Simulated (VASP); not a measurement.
An input for Quantum ESPRESSO's pw.x (written as the equivalent of a VASP run, and not itself run):

```
&CONTROL
  calculation = 'scf'
  pseudo_dir = './pseudo'
  outdir = './out'
  tprnfor = .true.
  tstress = .true.
/
&SYSTEM
  ibrav = 0
  nat = 2
  ntyp = 2
  ecutwfc = 88
  occupations = 'smearing'
  smearing = 'gaussian'
  degauss = 0.003675
  input_dft = 'vdw-df2'
/
&ELECTRONS
  conv_thr = 7.3e-09
  electron_maxstep = 100
/
ATOMIC_SPECIES
  Na 22.990 Na.upf
  Cl 35.450 Cl.upf
CELL_PARAMETERS angstrom
     0.0000000    2.7739615    2.7739615
     2.7739615    0.0000000    2.7739615
     2.7739615    2.7739615    0.0000000
ATOMIC_POSITIONS crystal
  Na   0.0000000  0.0000000  0.0000000
  Cl   0.5000000  0.5000000  0.5000000
K_POINTS automatic
  8 8 8 0 0 0
```

Q: Translate this input to VASP (INCAR, KPOINTS, POSCAR, choice of POTCAR).

A: This is not unique; one that fits is 
**POSCAR**
```
NaCl
1
    0.0000000000     2.7739615304     2.7739615304
    2.7739615304     0.0000000000     2.7739615304
    2.7739615304     2.7739615304     0.0000000000
Na Cl
1 1
Direct
  0.0000000000   0.0000000000   0.0000000000
  0.5000000000   0.5000000000   0.5000000000
```

**INCAR**
```
SYSTEM=NaCl
PREC=Accurate; ENCUT=520; LREAL=.FALSE.
LASPH=.TRUE.
EDIFF=1E-7; NELM=100; ALGO=Normal
ISMEAR=0; SIGMA=0.05
GGA=ML; LUSE_VDW=.TRUE.; AGGAC=0.0
ZAB_VDW=-1.8867
ISIF=2
LWAVE=.FALSE.; LCHARG=.FALSE.
```

File KPOINTS:
```
Automatic mesh
0
Gamma
8 8 8
0 0 0
```

POTCAR, in this order: Na_pv Cl (PBE.64 set). Program: vasp_std.

What does not carry over: the potentials are each code's own (VASP's PAW set, PseudoDojo norm-conserving files in pw.x), so ENCUT and ecutwfc are chosen apart and not converted; conv_thr bounds pw.x's estimated SCF error, while EDIFF bounds the energy change between steps.

The compound is NaCl in the rock salt structure. This cell is one point of a volume scan, at 0.94 of the reference volume.
